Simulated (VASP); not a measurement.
Output of a VASP run:

File OSZICAR:
```
       N       E                     dE             d eps       ncg     rms          rms(c)
DAV:   1    -0.159872314312E+01   -0.15987E+01   -0.18539E+03   570   0.696E+02
DAV:   2    -0.726102739094E+01   -0.56623E+01   -0.55544E+01   768   0.777E+01
DAV:   3    -0.741567617212E+01   -0.15465E+00   -0.15465E+00   714   0.116E+01
DAV:   4    -0.741763711514E+01   -0.19609E-02   -0.19609E-02   768   0.108E+00
DAV:   5    -0.741764377052E+01   -0.66554E-05   -0.66554E-05   726   0.450E-02    0.277E+00
DAV:   6    -0.688363187970E+01    0.53401E+00   -0.20287E-01   852   0.404E+00    0.187E+00
DAV:   7    -0.715292913229E+01   -0.26930E+00   -0.95552E-01   768   0.518E+00    0.110E+00
DAV:   8    -0.667520146824E+01    0.47773E+00   -0.23424E-01   594   0.482E+00    0.274E-01
DAV:   9    -0.680076852042E+01   -0.12557E+00   -0.76810E-02   570   0.379E+00    0.116E-01
DAV:  10    -0.681471595758E+01   -0.13947E-01   -0.19709E-02   564   0.128E+00    0.115E-01
DAV:  11    -0.681448994710E+01    0.22601E-03   -0.13628E-03   672   0.336E-01    0.255E-02
DAV:  12    -0.681449530562E+01   -0.53585E-05   -0.12990E-04   588   0.168E-01    0.164E-02
DAV:  13    -0.681454228728E+01   -0.46982E-04   -0.90537E-05   576   0.118E-01    0.205E-03
DAV:  14    -0.681456153755E+01   -0.19250E-04   -0.11958E-05   576   0.513E-02    0.621E-04
DAV:  15    -0.681456265724E+01   -0.11197E-05   -0.75826E-07   660   0.114E-02    0.842E-04
DAV:  16    -0.681456290005E+01   -0.24281E-06   -0.12691E-07   678   0.537E-03    0.436E-04
DAV:  17    -0.681456424057E+01   -0.13405E-05   -0.27260E-07   564   0.652E-03    0.947E-05
DAV:  18    -0.681456416693E+01    0.73643E-07   -0.67735E-09   384   0.113E-03
   1 F= -.66246071E+01 E0= -.66246071E+01  d E =-.662461E+01
```

### OUTCAR
```
------------------------ aborting loop because EDIFF is reached ----------------------------------------
  FORCE on cell =-STRESS in cart. coord.  units (eV):
  Direction    XX          YY          ZZ          XY          YZ          ZX
  --------------------------------------------------------------------------------------
  Total        0.1918184      0.1918184      0.1918184      0.0000000     -0.0000000     -0.0000000
  in kB       20.1959759     20.1959759     20.1959759      0.0000000     -0.0000000     -0.0000000
  external PRESSURE =       0.1959759 kB  Pullay stress =      20.0000000 kB
  volume of cell :       15.22
      direct lattice vectors                 reciprocal lattice vectors
     0.000000000  1.966838314  1.966838314    -0.254215101  0.254215101  0.254215101
     1.966838314  0.000000000  1.966838314     0.254215101 -0.254215101  0.254215101
     1.966838314  1.966838314  0.000000000     0.254215101  0.254215101 -0.254215101
  FREE ENERGIE OF THE ION-ELECTRON SYSTEM (eV)
  ---------------------------------------------------
  free  energy   TOTEN  =        -6.8145641669 eV

  energy  without entropy=       -6.8145641669  energy(sigma->0) =       -6.81456417
  enthalpy is  TOTEN    =        -6.6246071294 eV   P V=        0.1899570376

 reached required accuracy - stopping structural energy minimisation
```
(Selected blocks of OUTCAR.)

POSCAR:
```
LiH
1
    0.0000000000     1.9668383137     1.9668383137
    1.9668383137     0.0000000000     1.9668383137
    1.9668383137     1.9668383137    -0.0000000000
Li H
1 1
Direct
  0.0000000000   0.0000000000   0.0000000000
  0.5000000000   0.5000000000   0.5000000000
```

Problem. Write an INCAR and KPOINTS that could have produced this output.

Solution. This is not unique; one that fits is the input of the run itself, r2SCAN meta-GGA, plane waves, VASP's PBE PAW potentials (set 64).

**INCAR**
```
SYSTEM = LiH
PREC = Accurate
ENCUT = 600
EDIFF = 1E-7
NELM = 100
ALGO = Normal
LREAL = .FALSE.
LASPH = .TRUE.
ISMEAR = 0
SIGMA = 0.05
METAGGA = R2SCAN
LMIXTAU = .TRUE.
LWAVE = .FALSE.
LCHARG = .FALSE.
ISIF = 3
IBRION = 2
NSW = 40
EDIFFG = -0.01
PSTRESS = 20
```

### KPOINTS
```
Automatic mesh
0
Gamma
10 10 10
0 0 0
```

POTCAR, in this order: Li_sv H (PBE.64 set). Program: vasp_std.

The compound is LiH in the rock salt structure. It was relaxed first under an external pressure of 2 GPa.
